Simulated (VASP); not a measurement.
Given:

```
TiZrC2
1.0
    0.00000     2.25162     2.25162
    2.25162     0.00000     2.25162
    8.96972     8.96972     0.03674
Zr C Ti
2 4 2
Direct
  0.01090   0.01090   0.99183
  0.98910   0.98910   0.25817
  0.50000   0.50000   0.12500
  0.47804   0.47804   0.39147
  0.50000   0.50000   0.62500
  0.52196   0.52196   0.85853
  0.98898   0.98898   0.50827
  0.01102   0.01102   0.74173
```

All values below come from PBEsol GGA, VASP's PBE PAW potentials (set 64) (plane waves; VASP). Run with 520 eV cut-off, 13×13×4 Γ-centred mesh, tetrahedra with Blöchl corrections, potentials Zr_sv C Ti_sv.

The cores are frozen, which limits the accuracy of field gradients.

Question: Give the principal components of the electric field gradient (V/Å²) and the asymmetry η at each nucleus.

Answer: 
```
atom   Vxx   Vyy   Vzz     η
----  ----  ----  ----  ----
Zr1   -3.8  -3.8   7.7  0.00
Zr2   -3.8  -3.8   7.7  0.00
C3    -0.4  -0.4   0.8  0.00
C4    -0.6  -0.6   1.3  0.00
C5    -1.3  -1.3   2.7  0.00
C6    -0.6  -0.6   1.3  0.00
Ti7    1.3   1.3  -2.6  0.00
Ti8    1.3   1.3  -2.6  0.00
```

The structure was generated: Ti2Zr2C4 was put into an ordered model structure (R-3m), which need not be its known phase. It was relaxed first.
